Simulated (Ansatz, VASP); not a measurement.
# Sr8AgPb6 in two plane-wave programs, part 2 of 2

Wanted: the spread between two codes on one cell, functional and k mesh. The structure shown is the end of the VASP relaxation below.

VASP 6.6.1 and Ansatz 0.2.0.

So far: Starting point; VASP: relaxation, PBEsol.

### Step 3. Ansatz: single point, PBEsol

Level of this step: Ansatz beside VASP: Kohn-Sham DFT, plane waves, PBEsol (Ansatz).

Ansatz runs on its default PAW (the set named soft_2) files.

The same cell, functional, mesh and smearing now go to Ansatz, which takes its cutoff from its data sets.

The input, input.yaml:

```yaml
crystal:
  lattice:
    - [2.47630142, 6.06540776, 4.78200348]
    - [2.47630142, -6.06540776, 4.78200348]
    - [9.90520568, 0.0, 0.0]
  atoms:
    - { symbol: Pb, position: [0.20700541, 0.04726769, 0.68478807] }
    - { symbol: Pb, position: [0.7022195, 0.5391089, 0.43854055] }
    - { symbol: Pb, position: [0.70093094, 0.5454149, 0.93653812] }
    - { symbol: Pb, position: [0.28719706, 0.4584426, 0.56588671] }
    - { symbol: Pb, position: [0.80157674, 0.94978065, 0.30908366] }
    - { symbol: Pb, position: [0.79228346, 0.96450048, 0.8139014] }
    - { symbol: Ag, position: [0.30482615, 0.46622402, 0.05950942] }
    - { symbol: Sr, position: [0.49230334, 0.75247325, 0.18509431] }
    - { symbol: Sr, position: [0.48912363, 0.76486496, 0.6883013] }
    - { symbol: Sr, position: [0.99333085, 0.2618542, 0.4194276] }
    - { symbol: Sr, position: [0.99428617, 0.26330305, 0.95152979] }
    - { symbol: Sr, position: [0.00685203, 0.72656621, 0.06315797] }
    - { symbol: Sr, position: [0.99736471, 0.7340366, 0.57051487] }
    - { symbol: Sr, position: [0.51055412, 0.24015858, 0.30688168] }
    - { symbol: Sr, position: [0.51248902, 0.25052972, 0.81390142] }
hamiltonian:
  xc: pbesol
  pseudopotentials: { kind: paw }
kpoints:
  mp_grid: { grid: [3, 3, 2] }
scf:
  occupations: { method: methfessel_paxton, width: 0.15 }
  n_extra_bands: 7
output:
  forces: true
  eigenvalues: true
  write_density: true
  write_potential: true
  elf: true
  volumetric_format: npy
```

Launch:

```sh
$ ansatz run input.yaml --threads 4 --pin off --max-ram 9216MiB --backend cpu --events-out ev --progress --plain --runs-dir out
```

Numbers of over 12 decimals in the logs are rounded to 6 here.

What it wrote:

```text
scf.n_extra_bands = 7 over 92 filled bands (N_el = 183.0): the run solves 99 bands
Engine: ansatz 0.2.0, x86_64-unknown-linux-gnu
Pseudopotentials: kind: paw
Pseudopotential: Pb, paw, valence charge 14, recommended cutoff 420 eV (normal), Pb.paw.azcp
Pseudopotential: Ag, paw, valence charge 19, recommended cutoff 420 eV (normal), Ag.paw.azcp
Pseudopotential: Sr, paw, valence charge 10, recommended cutoff 420 eV (normal), Sr.paw.azcp
Functional definition: PBEsol
  exchange = pbesol_x
  correlation = pbesol_c
Crystal: 15 atoms, lattice volume = 574.597 Å³
Basis set: ecut = 420 eV, 11249 PW (Γ), exchange–correlation on 120×120×144 points (8 copies of the dense FFT grid, shifted against one another)
Bands: 99, of which v1, the nominal top of the filled ones, is band 92 counted from 1 (91 counted from 0)
Symmetry: 1 space group operations
Space group: P1 (ITA 1), of the structure as read, at distance tolerance 8.3e-5 Å
k-points: 10 of 18 (time reversal used)
Non-local potential: Pb, projectors of the file, l = 0: 2, l = 1: 2, l = 2: 2, l = 3: 2
Non-local potential: Ag, projectors of the file, l = 0: 3, l = 1: 2, l = 2: 2, l = 3: 1
Non-local potential: Sr, projectors of the file, l = 0: 3, l = 1: 2, l = 2: 2
PAW form: soft (Blöchl's): semilocal exchange-correlation on the pseudo side does not see the compensation charge
PAW frozen core: Pb, regenerated for the run's functional, and the local potential with it (the file was generated under x = pbe(κ = 0.804, μ = 0.219515), c = pbe(β = 0.066725))
PAW frozen core: Ag, regenerated for the run's functional, and the local potential with it (the file was generated under x = pbe(κ = 0.804, μ = 0.219515), c = pbe(β = 0.066725))
PAW frozen core: Sr, regenerated for the run's functional, and the local potential with it (the file was generated under x = pbe(κ = 0.804, μ = 0.219515), c = pbe(β = 0.066725))
PAW one-centre angular grid: Pb, 590 points (default); XC on 64 Gauss nodes
PAW one-centre angular grid: Ag, 590 points (default); XC on 64 Gauss nodes
PAW one-centre angular grid: Sr, 110 points (default); XC on 64 Gauss nodes
Initial density: superposition of atomic densities (neutral atoms: chi_scale 0, normalization atom), corrected by the library's trained network
Initial wavefunctions: pseudopotential atomic-orbital guess
Functional: x = pbesol(κ = 0.804, μ = 0.123457), c = pbesol(β = 0.046)
SCF iter   1: F=—  HF=-105996.518320 eV  |F-HF|=—  |Δ(HF+E_count)|=         —  Δρ=2.68e-3  dr2=1.23e-1  ethr=1.77e-3  ⟨swp⟩=9.3  Hψ=4662  notcnv=0
preconditioner: auto → Kerker (q_TF=auto, 2.255 Å⁻¹)  [metal: Δε(μ)=0.017 eV  Ē_g=13.502 eV  σ=0.150 eV  W_gap=0.10  n_scr=108 (ndim 8)  ℏωp=19.5 eV  f_vac=0.000  D(μ)=10.87/eV (n_scr^D=62)]
SCF iter   2: F=—  HF=-105996.518553 eV  |F-HF|=—  |Δ(HF+E_count)|=   2.33e-4  S|Δr|=    0.00e0  Δρ=1.50e-3  dr2=5.82e-2  ethr=6.74e-5  ⟨swp⟩=2.0  Hψ=1479  notcnv=0
SCF iter   3: F=—  HF=-105996.510153 eV  |F-HF|=—  |Δ(HF+E_count)|=   8.40e-3  S|Δr|=    0.00e0  Δρ=8.78e-4  dr2=8.58e-3  ethr=3.18e-5  ⟨swp⟩=2.0  Hψ=1185  notcnv=0
SCF iter   4: F=—  HF=-105996.508797 eV  |F-HF|=—  |Δ(HF+E_count)|=   1.36e-3  S|Δr|=    0.00e0  Δρ=2.86e-4  dr2=1.18e-3  ethr=4.69e-6  ⟨swp⟩=2.2  Hψ=1909  notcnv=0
SCF iter   5: F=—  HF=-105996.508596 eV  |F-HF|=—  |Δ(HF+E_count)|=   2.01e-4  S|Δr|=    0.00e0  Δρ=9.12e-5  dr2=1.61e-4  ethr=6.47e-7  ⟨swp⟩=3.0  Hψ=2124  notcnv=0
SCF iter   6: F=—  HF=-105996.508613 eV  |F-HF|=—  |Δ(HF+E_count)|=   1.67e-5  S|Δr|=    0.00e0  Δρ=3.05e-5  dr2=2.03e-5  ethr=8.80e-8  ⟨swp⟩=2.0  Hψ=1248  notcnv=0
SCF iter   7: F=—  HF=-105996.508953 eV  |F-HF|=—  |Δ(HF+E_count)|=   3.40e-4  S|Δr|=    0.00e0  Δρ=9.79e-6  dr2=2.00e-6  ethr=1.11e-8  ⟨swp⟩=2.0  Hψ=1249  notcnv=0
SCF iter   8: F=—  HF=-105996.508953 eV  |F-HF|=—  |Δ(HF+E_count)|=   4.52e-8  S|Δr|=    0.00e0  Δρ=3.75e-6  dr2=2.29e-7  ethr=1.09e-9  ⟨swp⟩=2.0  Hψ=1614  notcnv=0
SCF iter   9: F=-105996.508953 eV  HF=-105996.508953 eV  |F-HF|=1.26e-8  |Δ(HF+E_count)|=   7.79e-9  S|Δr|=    0.00e0  Δρ=1.52e-6  dr2=2.96e-8  ethr=5.46e-11  ⟨swp⟩=13.7  Hψ=8415  notcnv=0
SCF 1 converged in 9 iterations: F = -105996.508953 eV  dr2 = 2.96e-8
  greatest PAW one-centre occupation: 1.001 electrons in one spin orbital (limit 2), on the Ag atom at site 6 (counted from 0), in its partial waves of l = 0
SCF converged after 9 iterations
Stability not checked: this state was not tested for a lower state beside it, because cold or Methfessel-Paxton smearing, or corrected tetrahedra, fill the levels in a way that the test cannot read (fill_not_monotonic; see scf.lower_state_search)
Free energy (F): -105996.508953 eV
Harris-Foulkes:  -105996.508953 eV  (|F-HF|=1.26e-8)
Internal energy: -105996.501459 eV  (E = F + TS)
E sigma→0 (E₀):  -105996.507080 eV
Entropy (-TS):   -0.007495 eV (-0.500 meV/atom)
Fermi energy:    7.714219 eV
Step filling:    the computed levels leave a gap of 0.0112 eV = 0.1 smearing widths at the electron count; against every level under it full and every level over it empty, smearing changes F+E_penalty+E_count by -4.055 meV and its σ→0 estimate by -2.181 meV
--- Per-component energies (eV) ---
  E_band       = -1734.571596
  E_kinetic    = 4226.856146
  E_local      = -17862.018794  (includes V_loc(G=0)·N_el)
  E_nonlocal   = 3817.393875
  E_hartree    = 6591.611709
  E_xc         = -2860.465218
  E_vxc        = -2310.651879  (∫ρ·V_xc dr)
  E_paw        = -86542.844988  (= ΣΔE_a)
  E_vpaw       = -2789.381128  (= ΣTr[D̂ρ^β])
  E_aug_tail   = 0.000566  (compensation charges beyond the density's cutoff)
  E_ewald      = -13368.804972
  E_core_change = 1.770218  (= ΣΔE_core)
  E_smearing   = -0.007495  (= −TS)
  E_closure    = 0.000000  (closes the sum)
  Σ components = -105996.508953   (vs F -105996.508953, Δ=0.00e0)
--- Forces (eV/Å), atoms counted from 1 ---
  atom   1  Pb     0.00472123    -0.01536306     0.00169496
  atom   2  Pb    -0.00754046     0.02132510    -0.02597161
  atom   3  Pb     0.01055550    -0.02206548    -0.03934809
  atom   4  Pb     0.00353267     0.00675750     0.02011284
  atom   5  Pb     0.00863415     0.00585532    -0.02367601
  atom   6  Pb    -0.00418780     0.00684854    -0.00891848
  atom   7  Ag    -0.01219225     0.00357466     0.01708897
  atom   8  Sr     0.01436439     0.02150800     0.01961169
  atom   9  Sr    -0.03226905     0.04694625     0.03144696
  atom  10  Sr     0.01415437     0.01474626    -0.01726278
  atom  11  Sr    -0.01229627     0.01772829    -0.01898608
  atom  12  Sr     0.00811454    -0.05150546     0.00268853
  atom  13  Sr    -0.00342647    -0.03308056    -0.02465758
  atom  14  Sr     0.01759044     0.00025386     0.03028296
  atom  15  Sr    -0.00976097    -0.02349623     0.03586155
  max |Σ_I F_I| component: 3.30e-5 eV/Å
--- Band table (eV; the first three rows and the last of 10) ---
  k-point 0: bands = [... 88 lower, 6.9605, 7.2001, 7.6861, 7.7997, 8.0220, 8.2347, 8.3670, 8.4871, ... 3 higher]
  k-point 1: bands = [... 88 lower, 6.9019, 6.9827, 7.1619, 7.7048, 7.8407, 7.9386, 8.3928, 8.8495, ... 3 higher]
  k-point 2: bands = [... 88 lower, 6.9259, 7.0326, 7.4272, 7.7479, 8.0014, 8.0578, 8.3722, 8.4733, ... 3 higher]
  k-point 9: bands = [... 88 lower, 6.9605, 7.1058, 7.3229, 7.5841, 7.8871, 7.9520, 8.0159, 8.3608, ... 3 higher]
```

It took 15 s on 4 threads of Intel Xeon Platinum 8488C (Sapphire Rapids), shared host; peak memory 1.7 GiB; 60 s of CPU time.

### Step 4. Differences

Known differences besides the potentials themselves: the data sets hold 183 valence electrons in Ansatz (default PAW (the set named soft_2) files) and 115 in VASP; the cutoff is 420 eV in Ansatz and 280 eV in VASP (PREC = Normal, projectors in real space); Ansatz makes its cores anew for this functional, VASP keeps those of its PBE data sets; VASP leaves aspherical gradient terms in its spheres out (LASPH is not set), Ansatz keeps them. Total energies have different zeros and are not compared.

At this near-relaxed geometry the largest component of a force difference is 31 meV/Å.

### Step 5. Summary of results

```json
{
 "r.m.s. force difference (single point, PBEsol)": "11 meV/Å"
}
```

**Reading.** The r.m.s. force difference is 11 meV/Å (single point, PBEsol), within the 12 meV/Å picked in this series as the mark of a large difference. How closely two codes agree says nothing of how well the functional describes the real material.

[Lines on the potential files, build, host, timing and source positions are cut from VASP's logs without a mark.]

[Logs are printed without paths, hosts, clocks, repeated set-up lines and the standing remarks that a program may print on its own settings, such as how far it seeks lower states.]

[Hosts, paths, dates, database ids (printed as entryN), source tags and the programs' standing remarks are cut or masked in the printed files.]
